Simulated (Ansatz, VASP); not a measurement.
# CO2: VASP beside Ansatz, part 2 of 2

Aim: how closely do two programs agree when they are given the same cell, functional and k mesh? The cell is taken from a series of runs on this material, whose earlier steps may have relaxed, scaled, displaced or heated it; both programs get it as it stands.

VASP 6.6.1 and Ansatz 0.2.0.

So far: Set-up; VASP: zone-centre phonons, PBEsol.

### 3. Ansatz: zone-centre phonons, PBEsol

Level of this step: Ansatz beside VASP: Kohn-Sham DFT, plane waves, PBEsol (Ansatz).

Ansatz runs on its default PAW (the set named soft_2) files.

The same cell, functional and mesh now go to Ansatz.

The input, input.yaml:

```yaml
crystal:
  lattice:
    - [-1.9590482919, 1.9590482919, 2.9679197017]
    - [1.9590482919, -1.9590482919, 2.9679197017]
    - [1.9590482919, 1.9590482919, -2.9679197017]
  atoms:
    - { symbol: C, position: [0.75, 0.25, 0.5] }
    - { symbol: C, position: [0.0, 0.0, 0.0] }
    - { symbol: O, position: [0.707736815, 0.125, 0.082736815] }
    - { symbol: O, position: [0.042263185, 0.625, 0.917263185] }
    - { symbol: O, position: [0.375, 0.292263185, 0.417263185] }
    - { symbol: O, position: [0.875, 0.957736815, 0.582736815] }
kpoints:
  mp_grid: { grid: [8, 8, 8] }
hamiltonian:
  xc: pbesol
scf:
  occupations: { method: fixed }
output:
  eigenvalues: true
phonons:
  method: dfpt
basis:
  ecutwfc: 340
```

The run is started by

```console
> ansatz run input.yaml --threads 4 --pin off --max-ram 14336MiB --backend cpu --events-out ev --progress --plain --runs-dir out
```

Numbers of over 12 decimals in the logs are rounded to 6 here.

The program printed:

```text
Warning: basis.ecutwfc = 340 eV is below the records' recommended 420 eV, and the density's cutoff is lower with it unless basis.ecutrho_ratio is high enough to keep the records' density cutoff: compare with a run at a higher cutoff
Engine: ansatz 0.2.0, aarch64-unknown-linux-gnu
Pseudopotentials: kind: paw
Pseudopotential: C, paw, valence charge 4, recommended cutoff 420 eV (normal), C.paw.azcp
Pseudopotential: O, paw, valence charge 6, recommended cutoff 420 eV (normal), O.paw.azcp
Functional definition: PBEsol
  exchange = pbesol_x
  correlation = pbesol_c
Crystal: 6 atoms, lattice volume = 45.562 Å³
Basis set: ecut = 340 eV, 641 PW (Γ), exchange–correlation on 64×64×64 points (8 copies of the dense FFT grid, shifted against one another)
Bands: 22, of which v1, the nominal top of the filled ones, is band 16 counted from 1 (15 counted from 0)
Symmetry: 8 space group operations
k-points: 260 of 512 (irreducible under 1 space group operation, time reversal used)
Non-local potential: C, projectors of the file, l = 0: 2, l = 1: 2, l = 2: 1
Non-local potential: O, projectors of the file, l = 0: 2, l = 1: 2, l = 2: 1
PAW form: soft (Blöchl's): semilocal exchange-correlation on the pseudo side does not see the compensation charge
PAW frozen core: C, regenerated for the run's functional, and the local potential with it (the file was generated under x = pbe(κ = 0.804, μ = 0.219515), c = pbe(β = 0.066725))
PAW frozen core: O, regenerated for the run's functional, and the local potential with it (the file was generated under x = pbe(κ = 0.804, μ = 0.219515), c = pbe(β = 0.066725))
PAW one-centre angular grid: C, 110 points (default); XC on 64 Gauss nodes
PAW one-centre angular grid: O, 110 points (default); XC on 64 Gauss nodes
Initial density: superposition of atomic densities (neutral atoms: chi_scale 0, normalization atom), corrected by the library's trained network
Initial wavefunctions: pseudopotential atomic-orbital guess
Functional: x = pbesol(κ = 0.804, μ = 0.123457), c = pbesol(β = 0.046)
SCF iter   1: F=—  HF=-2732.146925 eV  |F-HF|=—  |Δ(HF+E_count)|=         —  Δρ=1.64e-2  dr2=5.37e-2  ethr=1.77e-3  ⟨swp⟩=5.0  Hψ=21760  notcnv=0  defer=1013
preconditioner: auto → none  [insulator: Δε(μ)=7.618 eV  Ē_g=19.206 eV  n_scr=14 (ndim 8)  ℏωp=31.1 eV  f_vac=0.030  ε∞_Penn≈3.6]
SCF iter   2: F=—  HF=-2732.131094 eV  |F-HF|=—  |Δ(HF+E_count)|=   1.58e-2  Δρ=4.85e-3  dr2=4.50e-3  ethr=1.68e-4  ⟨swp⟩=3.0  Hψ=12424  notcnv=0  defer=1034
SCF iter   3: F=—  HF=-2732.131408 eV  |F-HF|=—  |Δ(HF+E_count)|=   3.14e-4  Δρ=2.18e-3  dr2=4.87e-4  ethr=1.41e-5  ⟨swp⟩=2.0  Hψ=8963  notcnv=0  defer=1038
SCF iter   4: F=—  HF=-2732.131713 eV  |F-HF|=—  |Δ(HF+E_count)|=   3.05e-4  Δρ=7.53e-4  dr2=4.48e-5  ethr=1.52e-6  ⟨swp⟩=2.0  Hψ=8901  notcnv=0  defer=1038
SCF iter   5: F=—  HF=-2732.131808 eV  |F-HF|=—  |Δ(HF+E_count)|=   9.46e-5  Δρ=6.49e-5  dr2=4.10e-7  ethr=1.40e-7  ⟨swp⟩=2.0  Hψ=8396  notcnv=0  defer=510
SCF iter   6: F=—  HF=-2732.131810 eV  |F-HF|=—  |Δ(HF+E_count)|=   2.05e-6  Δρ=1.04e-5  dr2=1.29e-8  ethr=1.28e-9  ⟨swp⟩=2.0  Hψ=8241  notcnv=0  defer=506
SCF iter   7: F=—  HF=-2732.131810 eV  |F-HF|=—  |Δ(HF+E_count)|=   2.76e-8  Δρ=5.88e-7  dr2=1.20e-10  ethr=4.03e-11  ⟨swp⟩=2.0  Hψ=8950  notcnv=0  defer=506
SCF iter   8: F=-2732.131810 eV  HF=-2732.131810 eV  |F-HF|=4.55e-13  |Δ(HF+E_count)|=  3.05e-11  Δρ=6.26e-8  dr2=8.27e-13  ethr=1.00e-12  ⟨swp⟩=12.0  Hψ=34349  notcnv=0
SCF 1 converged in 8 iterations: F = -2732.131810 eV  dr2 = 8.27e-13
  greatest PAW one-centre occupation: 0.865 electrons in one spin orbital (limit 2), on the O atom at site 4 (counted from 0), in its partial waves of l = 0
DFPT response loops at Γ: preconditioner auto → none (the input reference at scf.mixing.eps_inf says where Resta's filter doesn't serve); β = 0.50; Broyden in place of MSR1
SCF converged after 8 iterations
Free energy (F): -2732.131810 eV
Harris-Foulkes:  -2732.131810 eV  (|F-HF|=4.55e-13)
Internal energy: -2732.131810 eV  (E = F + TS)
E sigma→0 (E₀):  -2732.131810 eV
Fermi energy:    5.335746 eV
--- Per-component energies (eV) ---
  E_band       = -107.726272
  E_kinetic    = 887.089739
  E_local      = -1733.129383  (includes V_loc(G=0)·N_el)
  E_nonlocal   = 241.139883
  E_hartree    = 571.992982
  E_xc         = -385.001230
  E_vxc        = -490.333341  (∫ρ·V_xc dr)
  E_paw        = -799.997476  (= ΣΔE_a)
  E_vpaw       = -156.494548  (= ΣTr[D̂ρ^β])
  E_aug_tail   = 0.015423  (compensation charges beyond the density's cutoff)
  E_ewald      = -1514.425099
  E_core_change = 0.183353  (= ΣΔE_core)
  E_smearing   = -0.000000  (= −TS)
  E_closure    = 0.000000  (closes the sum)
  Σ components = -2732.131810   (vs F -2732.131810, Δ=0.00e0)
--- Band table (eV; the first three rows and the last of 260) ---
  k-point 0: bands = [... 12 lower, 4.0576, 4.4501, 4.4501, 4.9115, 13.0081, 14.7846, 14.8421, 14.8421, ... 2 higher]
  k-point 1: bands = [... 12 lower, 4.1892, 4.2124, 4.3461, 4.7482, 13.1846, 14.8207, 14.9943, 15.1427, ... 2 higher]
  k-point 2: bands = [... 12 lower, 4.1199, 4.1491, 4.5239, 4.6973, 13.5110, 14.7459, 15.5445, 15.5529, ... 2 higher]
  k-point 259: bands = [... 12 lower, 2.4233, 2.4233, 5.3122, 5.3122, 14.3084, 14.3084, 16.2492, 16.2492, ... 2 higher]
--- Phonons (Γ-DFPT): 5 representative perturbations + reference, on 260 of 512 k-points (Σ response iterations 16) ---
  k mesh reduced under 1 symmetry operation, with k and −k counted as one. Each operation leaves every solved perturbation unchanged. A smaller set is not used because it would not reduce the number of displacements times k-points to solve
  ASR residual: 3.461e-5 → 0.000e0 eV/Å²; symmetrization residual: 1.792e-6 eV/Å²
  ASR residual per site (eV/Å²): 3.22e-5 3.22e-5 3.46e-5 3.46e-5 3.46e-5 3.46e-5
  Γ frequencies (cm⁻¹): 0.00 0.00 0.00 340.65 340.65 533.10 646.73 685.10 789.67 849.14 849.14 896.21 896.21 916.60 1069.94 1069.94 1086.53 1099.31
  non-analytic LO–TO correction: not included (Born effective charges unavailable; polar crystals: no LO–TO splitting at Γ)
```

The column dr2 measures how far the density is from self-consistency, as an energy; F and HF (Harris–Foulkes) agree once it is small.

### 4. Differences

Known differences besides the potentials themselves: fixed occupations in Ansatz, narrow Gaussian smearing in VASP; the cutoff is 340 eV in Ansatz and 600 eV in VASP; Ansatz makes its cores anew for this functional, VASP keeps those of its PBE data sets; Ansatz's log warns that its cutoff lies below the recommended one. Total energies have different zeros and are not compared.

The two programs side by side:

```csv
quantity,Ansatz,VASP,difference
optical mode 1 to 2 (cm⁻¹),340.6,341.8,-0.34 %
optical mode 3 (cm⁻¹),533.1,532.3,+0.16 %
optical mode 4 (cm⁻¹),646.7,638.9,+1.22 %
optical mode 5 (cm⁻¹),685.1,681.7,+0.50 %
optical mode 6 (cm⁻¹),789.7,782.8,+0.87 %
optical mode 7 to 8 (cm⁻¹),849.1,845.4,+0.44 %
optical mode 9 to 10 (cm⁻¹),896.2,904.6,-0.93 %
optical mode 11 (cm⁻¹),916.6,921.1,-0.48 %
optical mode 12 to 13 (cm⁻¹),1069.9,1062.8,+0.67 %
optical mode 14 (cm⁻¹),1086.5,1086.8,-0.02 %
optical mode 15 (cm⁻¹),1099.3,1097.1,+0.20 %
```

Modes are paired by rising frequency, not by their patterns, so a pair may set unlike modes beside each other; they are those without the splitting of longitudinal modes.

### 5. Outcome

```
r.m.s. difference of the optical zone-centre modes, each program's sorted by frequency (zone-centre phonons, PBEsol) : 5.3 cm⁻¹
difference in optical mode 4 (zone-centre phonons, PBEsol)                                                           : +1.2 %
```

The r.m.s. difference of the optical zone-centre modes, each program's sorted by frequency is 5.3 cm⁻¹ (zone-centre phonons, PBEsol). Among the rows given in per cent, the largest difference of the zone-centre phonons, PBEsol pair is in optical mode 4, +1.2 %. How closely two codes agree says nothing of how well the functional describes the real material.

[Lines on the potential files, build, host, timing and source positions are cut from VASP's logs without a mark.]

[Logs are printed without paths, hosts, clocks, repeated set-up lines and the standing remarks that a program may print on its own settings, such as how far it seeks lower states.]

[Hosts, paths, dates, database ids (printed as entryN), source tags and the programs' standing remarks are cut or masked in the printed files.]
